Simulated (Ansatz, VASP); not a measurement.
# AgRu in two plane-wave programs, part 2 of 2

One calculation is typed for both programs; each brings its own data sets and cutoff. How far apart do they land? The cell is invented: As first built, before any earlier steps moved the atoms (in the runner's words): it takes the AgPd structure with some of its atoms replaced by other elements, volume scaled by an estimate. It may not be a known or stable phase. The cell is taken from a series of VASP runs on this material, whose earlier steps may have relaxed, scaled or displaced it; both programs get it as it stands.

VASP 6.6.1 and Ansatz 0.2.0.

So far: Starting point; Ansatz: band structure, r2SCAN; VASP: band structure, r2SCAN; Comparison.

### Step 5. VASP: band structure, r2SCAN, spin-orbit coupling

Level of this step: r2SCAN, spin-orbit coupling; plane waves and PAW (Ag, Ru_pv); invented cell (VASP).

With cell and atoms fixed, the geometry can't cause a difference; cores, projectors, grids and the points listed under the comparison can.

Input file INCAR:

```
SYSTEM = AgRu
PREC = Accurate
ENCUT = 400
EDIFF = 1E-06
NELM = 100
ISMEAR = 1
SIGMA = 0.2
LREAL = .FALSE.
ALGO = Normal
METAGGA = R2SCAN
LASPH = .TRUE.
LNONCOLLINEAR = .TRUE.
MAGMOM = 0 0 0 0 0 0
NBANDS = 36
GGA_COMPAT = .FALSE.
LSORBIT = .TRUE.
LMAXMIX = 4
LORBIT = 11
LWAVE = .FALSE.
LCHARG = .FALSE.
```

Input file POSCAR:

```
AgRu
1.0
    1.3629023282      0.7868723539      4.7198130342
   -1.3629023282      0.7868723539      4.7198130342
    0.0000000000     -1.5737436974      4.7198130286
Ag Ru
1 1
Direct
    0.0000000000      0.0000000000      0.0000000000
    0.5000000000      0.5000000000      0.5000000000
```

Input file KPOINTS:

```
Automatic mesh
0
Gamma
7 7 7
0 0 0
```

Input file KPOINTS_OPT:

```
Line mode
16
Line-mode
Reciprocal
  0.00000000   0.00000000   0.00000000 GAMMA
  0.50000000   0.00000000   0.00000000 L

  0.50000000   0.00000000   0.00000000 L
  0.50000000   0.18519632  -0.18519632 B1

  0.81480368   0.50000000   0.18519632 B
  0.50000000   0.50000000   0.50000000 Z

  0.50000000   0.50000000   0.50000000 Z
  0.00000000   0.00000000   0.00000000 GAMMA

  0.00000000   0.00000000   0.00000000 GAMMA
  0.34259816   0.00000000  -0.34259816 X

  0.65740184   0.34259816   0.00000000 Q
  0.50000000   0.50000000   0.00000000 F

  0.50000000   0.50000000   0.00000000 F
  0.65740184   0.65740184   0.18519632 P1

  0.65740184   0.65740184   0.18519632 P1
  0.50000000   0.50000000   0.50000000 Z

  0.50000000   0.00000000   0.00000000 L
  0.81480368   0.34259816   0.34259816 P
```

PAW data sets: Ag and Ru_pv (PBE family, release 64).

Run with:

```console
> mpirun -np 1 vasp_ncl
```

Numbers of over 12 decimals in the logs are rounded to 6 here.

The program printed:

```text
[banner, memory and clock lines left out]
running    1 mpi-ranks, on    1 nodes
[...]
[... a notice as in an earlier step ...]

 LDA part: xc-table for (None), standard interpolation
 POSCAR, INCAR and KPOINTS ok, starting setup
[...]
entering main loop
       N       E                     dE             d eps       ncg     rms          rms(c)
DAV:   1     0.172125955176E+03    0.17213E+03   -0.12416E+04  3336   0.123E+03
DAV:   2    -0.486729216886E+02   -0.22080E+03   -0.21102E+03  3324   0.383E+02
DAV:   3    -0.545347586660E+02   -0.58618E+01   -0.57528E+01  3616   0.700E+01
DAV:   4    -0.545900377698E+02   -0.55279E-01   -0.55113E-01  4096   0.605E+00
[...]
DAV:  12    -0.457800882004E+02   -0.66353E-05   -0.11268E-04  3372   0.146E-01    0.260E-02
DAV:  13    -0.457800792971E+02    0.89034E-05   -0.37214E-05  3484   0.628E-02    0.827E-03
DAV:  14    -0.457800793548E+02   -0.57753E-07   -0.73082E-07  2556   0.834E-03
   1 F= -.45780079E+02 E0= -.45778985E+02  d E =-.328396E-02  mag=     0.0000     0.0000     0.0000
 Start KPOINTS_OPT (optional k-point list driver)
k-point batch [1-44\144]
       N       E                     dE             ncg
DAV:   1     0.638857653434E+04   -0.25847E+05     3328
DAV:   2    -0.329679610099E+04   -0.96854E+04     3304
DAV:   3    -0.353175778943E+04   -0.23496E+03     3692
DAV:   4    -0.353404639283E+04   -0.22886E+01     4112
DAV:   5    -0.353407279481E+04   -0.26402E-01     3480
DAV:   6    -0.353407324028E+04   -0.44548E-03     3524
DAV:   7    -0.353407325188E+04   -0.11593E-04     3048
DAV:   8    -0.353407325223E+04   -0.35815E-06     2424
[...]
k-point batch [133-144\144]
       N       E                     dE             ncg
DAV:   1     0.259806354984E+05   -0.96885E+04      904
DAV:   2     0.234111966630E+05   -0.25694E+04      900
DAV:   3     0.233439404321E+05   -0.67256E+02      960
DAV:   4     0.233432222321E+05   -0.71820E+00     1200
DAV:   5     0.233432156620E+05   -0.65702E-02      896
DAV:   6     0.233432155846E+05   -0.77378E-04      924
DAV:   7     0.233432155827E+05   -0.19039E-05      748
DAV:   8     0.233432155826E+05   -0.74651E-07      628
```

From OUTCAR (step 5):

```text
  Total       -0.0304620     -0.0304620      0.1023982      0.0000000      0.0000000      0.0000000
  in kB       -1.6070290     -1.6070290      5.4020431      0.0000000      0.0000004      0.0000000
  external PRESSURE =       0.7293284 kB  Pullay stress =       0.0000000 kB

 POSITION                                       TOTAL-FORCE (eV/Angst)
 -----------------------------------------------------------------------------------
      0.00000      0.00000      0.00000         0.000000      0.000000     -0.000000
      0.00000      0.00000      7.07972         0.000000     -0.000000      0.000000
 -----------------------------------------------------------------------------------
    total drift:                               -0.000000     -0.000000     -0.000000

  FREE ENERGIE OF THE ION-ELECTRON SYSTEM (eV)
  ---------------------------------------------------
  free  energy   TOTEN  =       -45.7800793548 eV

  energy  without entropy=      -45.7767953914  energy(sigma->0) =      -45.77898470

 magnetization (x)
# of ion       s       p       d       tot
------------------------------------------
    1        0.000   0.000  -0.000   0.000
    2        0.000  -0.000   0.000   0.000
--------------------------------------------------
tot          0.000   0.000   0.000   0.000

 magnetization (y)
# of ion       s       p       d       tot
------------------------------------------
    1        0.000   0.000   0.000   0.000
    2       -0.000   0.000   0.000  -0.000
--------------------------------------------------
tot         -0.000   0.000   0.000  -0.000

 magnetization (z)
# of ion       s       p       d       tot
------------------------------------------
    1        0.000   0.000   0.000   0.000
    2        0.000   0.000   0.000   0.000
--------------------------------------------------
tot          0.000   0.000   0.000   0.000

[... 1 part as in an earlier step ...]

[... 2 further parts left out ...]
[key lines of the parts left out:]
E-fermi :  10.2804
```

The run ends at a pressure of 0.07 GPa.

### Step 6. Ansatz: band structure, r2SCAN, spin-orbit coupling

The same cell, functional, mesh and smearing now go to Ansatz, which takes its cutoff from its data sets.

The cell is taken from a series of VASP runs on this material, whose earlier steps may have relaxed, scaled or displaced it; both programs get it as it stands.

Input file input.yaml:

```yaml
crystal:
  lattice:
    - [1.3629023282, 0.7868723539, 4.7198130342]
    - [-1.3629023282, 0.7868723539, 4.7198130342]
    - [0.0, -1.5737436974, 4.7198130286]
  atoms:
    - { symbol: Ag, position: [0.0, 0.0, 0.0] }
    - { symbol: Ru, position: [0.5, 0.5, 0.5] }
hamiltonian:
  xc: r2scan
  pseudopotentials: { kind: paw_fr }
magnetization:
  noncollinear: true
  spin_orbit: true
kpoints:
  mp_grid: { grid: [7, 7, 7] }
  band_path:
    path:
      - [0.0, 0.0, 0.0]
      - [0.13333, 0.0, 0.0]
      - [0.3, 0.0, 0.0]
      - [0.46667, 0.0, 0.0]
      - [0.5, 0.03704, -0.03704]
      - [0.5, 0.09877, -0.09877]
      - [0.5, 0.1605, -0.1605]
      - [0.77283, 0.5, 0.22717]
      - [0.6679, 0.5, 0.3321]
      - [0.56296, 0.5, 0.43704]
      - [0.46667, 0.46667, 0.46667]
      - [0.3, 0.3, 0.3]
      - [0.13333, 0.13333, 0.13333]
      - [0.0, 0.0, 0.0]
      - [0.1142, 0.0, -0.1142]
      - [0.20556, 0.0, -0.20556]
      - [0.31976, 0.0, -0.31976]
      - [0.62592, 0.37408, 0.0]
      - [0.57345, 0.42655, 0.0]
      - [0.52099, 0.47901, 0.0]
      - [0.52099, 0.52099, 0.02469]
      - [0.57345, 0.57345, 0.08642]
      - [0.62592, 0.62592, 0.14816]
      - [0.64691, 0.64691, 0.20618]
      - [0.59444, 0.59444, 0.31112]
      - [0.54197, 0.54197, 0.41605]
      - [0.5, 0.0, 0.0]
      - [0.60493, 0.1142, 0.1142]
      - [0.70987, 0.2284, 0.2284]
      - [0.8148, 0.3426, 0.3426]
    npoints: 1
scf:
  occupations: { method: methfessel_paxton, width: 0.2 }
  n_extra_bands: 14
output:
  forces: true
  stress: true
  eigenvalues: true
```

Run with:

```console
> ansatz run input.yaml --threads 2 --pin off --max-ram 4608MiB --backend cpu --events-out ev --progress --plain --runs-dir out
```

The program printed:

```text
[...]
non-collinear run that drives no moment, with spin-orbit: no starting moment large enough to seed its density (crystal.atoms[].spin), no starting occupations that ask for one, no magnetisation constraint and no magnetic field, so the semilocal B_xc is pinned to zero
Crystal: 2 atoms, lattice volume = 30.370 Å³
[...]
k-point 1: bands = [... 31 lower, 17.8786, 18.5522, 18.5522, 18.9009, 18.9009, 20.4874, 20.4874, 22.6475, ... 10 higher]
  k-point 2: bands = [... 31 lower, 17.3771, 18.7512, 18.7512, 20.0313, 20.0313, 20.3307, 20.3307, 24.6627, ... 10 higher]
  k-point 43: bands = [... 31 lower, 17.7657, 18.0761, 18.0761, 18.7379, 18.7379, 20.3098, 20.3098, 20.4772, ... 10 higher]
[key lines of the parts left out:]
SCF converged after 10 iterations
Magnetization: |M| = 0.0000 μB,  M = (+0.0000, +0.0000, +0.0000) μB
Free energy (F): -13479.318834 eV
Fermi energy:    20.061374 eV
P = ⅓ Tr σ = -0.0273 GPa (-0.273 kbar)
```

It took 29 s on 2 threads of Arm Neoverse V2, shared host; peak memory 0.57 GiB.

### Step 7. Differences

What differs besides the data sets and the points named for the pairs above, as far as they apply: spin-orbit coupling enters by fully relativistic files in Ansatz and inside the spheres in VASP; the data sets hold 35 valence electrons in Ansatz (fully relativistic PAW (standard-fr) files) and 25 in VASP. Total energies have different zeros and are not compared.

The two programs side by side:

```csv
quantity,Ansatz,VASP,difference
pressure (GPa),-0.03,0.07,-0.10
pressure without Ansatz's Pulay correction (GPa),-0.14,0.07,-0.21
```

Levels from 3 eV below to 2 eV above the Fermi level differ by 4 meV r.m.s. and 9 meV at most; each VASP level is matched to the nearest of Ansatz, which flatters the figure a little. Ansatz's pressure holds a Pulay correction of 0.11 GPa; VASP's holds none.

### Step 8. What came out

```json
{
 "r.m.s. difference of levels near the Fermi level (band structure, r2SCAN)": "5.6 meV",
 "r.m.s. difference of levels near the Fermi level (band structure, r2SCAN, spin-orbit coupling)": "3.7 meV"
}
```

The r.m.s. difference of levels near the Fermi level is 5.6 meV (band structure, r2SCAN), within the 80 meV picked in this series as the mark of a large difference. How closely two codes agree says nothing of how well the functional describes the real material.

[Lines on the potential files, build, host, timing and source positions are cut from VASP's logs without a mark.]

[Logs are printed without paths, hosts, clocks, repeated set-up lines and the standing remarks that a program may print on its own settings, such as how far it seeks lower states.]

[Hosts, paths, dates, database ids (printed as entryN), source tags and the programs' standing remarks are cut or masked in the printed files.]
